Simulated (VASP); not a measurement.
Output of a VASP run:

OSZICAR:
```
       N       E                     dE             d eps       ncg     rms          rms(c)
DAV:   1     0.281909960697E+02    0.28191E+02   -0.83142E+03  1920   0.125E+03
DAV:   2    -0.260158903405E+02   -0.54207E+02   -0.51013E+02  2360   0.235E+02
DAV:   3    -0.277617033976E+02   -0.17458E+01   -0.17154E+01  2504   0.326E+01
DAV:   4    -0.277756203025E+02   -0.13917E-01   -0.13908E-01  2352   0.327E+00
DAV:   5    -0.277757718923E+02   -0.15159E-03   -0.15157E-03  2512   0.276E-01    0.486E+01
DAV:   6    -0.256192184279E+02    0.21566E+01   -0.50146E+00  2324   0.144E+01    0.359E+01
DAV:   7    -0.255779361265E+02    0.41282E-01   -0.15900E+00  2420   0.855E+00    0.115E+01
DAV:   8    -0.255203191995E+02    0.57617E-01   -0.42833E-01  2308   0.451E+00    0.162E+00
DAV:   9    -0.255159528681E+02    0.43663E-02   -0.32387E-02  2300   0.136E+00    0.245E-01
DAV:  10    -0.255158854343E+02    0.67434E-04   -0.96421E-04  2360   0.265E-01    0.336E-01
DAV:  11    -0.255158927265E+02   -0.72921E-05   -0.10043E-04  2348   0.826E-02    0.199E-01
DAV:  12    -0.255158882645E+02    0.44620E-05   -0.10532E-05  2376   0.289E-02    0.881E-03
DAV:  13    -0.255158883374E+02   -0.72952E-07   -0.52084E-07  2384   0.714E-03
   1 F= -.25515888E+02 E0= -.25515902E+02  d E =-.255159E+02
```

**OUTCAR**
```
------------------------ aborting loop because EDIFF is reached ----------------------------------------
  FORCE on cell =-STRESS in cart. coord.  units (eV):
  Direction    XX          YY          ZZ          XY          YZ          ZX
  --------------------------------------------------------------------------------------
  Total       -1.3278249     -1.3278252     -1.2830209      0.0000000      0.0000000      0.0000000
  in kB      -68.4263510    -68.4263628    -66.1174791      0.0000000      0.0000000      0.0000000
  external PRESSURE =     -67.6567310 kB  Pullay stress =       0.0000000 kB
  volume of cell :       31.09
      direct lattice vectors                 reciprocal lattice vectors
     1.592173558 -2.757725733  0.000000000     0.314036116 -0.181308821  0.000000000
     1.592173558  2.757725733  0.000000000     0.314036116  0.181308821  0.000000000
     0.000000000  0.000000000  3.540434384     0.000000000  0.000000000  0.282451217
 POSITION                                       TOTAL-FORCE (eV/Angst)
 -----------------------------------------------------------------------------------
      0.00000      0.00000      0.00000        -0.000000     -0.000000      0.000000
      1.59217      0.91924      1.77022        -0.000000      0.000000      0.000000
      1.59217     -0.91924      1.77022         0.000000     -0.000000     -0.000000
 -----------------------------------------------------------------------------------
    total drift:                               -0.000000     -0.000000      0.000000
  FREE ENERGIE OF THE ION-ELECTRON SYSTEM (eV)
  ---------------------------------------------------
  free  energy   TOTEN  =       -25.5158883374 eV

  energy  without entropy=      -25.5159282253  energy(sigma->0) =      -25.51590163

 reached required accuracy - stopping structural energy minimisation
```
(Selected blocks of OUTCAR.)

### POSCAR
```
HfB2
1
    1.5921735575    -2.7577257334     0.0000000000
    1.5921735575     2.7577257334     0.0000000000
    0.0000000000     0.0000000000     3.5404343835
Hf B
1 2
Direct
  1.0000000000   0.0000000000   1.0000000000
  0.3333330000   0.6666670000   0.5000000000
  0.6666670000   0.3333330000   0.5000000000
```

Problem. Write an INCAR and KPOINTS that could have produced this output.

Solution. This is not unique; one that fits is the input of the run itself, revPBE GGA, plane waves, VASP's PBE PAW potentials (set 64).

File KPOINTS:
```
Automatic mesh
0
Gamma
11 11 9
0 0 0
```

INCAR:
```
SYSTEM=HfB2
PREC=Accurate; ENCUT=520; LREAL=.FALSE.
LASPH=.TRUE.
EDIFF=1E-7; NELM=100; ALGO=Normal
LMAXMIX=6
ISMEAR=1; SIGMA=0.1
GGA=RE
IBRION=2; NSW=30; ISIF=4
EDIFFG=-0.01
LWAVE=.FALSE.; LCHARG=.FALSE.
```

POTCAR, in this order: Hf_pv B (PBE.64 set). Program: vasp_std.

The compound is HfB2 in the AlB2 type structure. This cell is one point of a volume scan, at 1.03 of the reference volume.
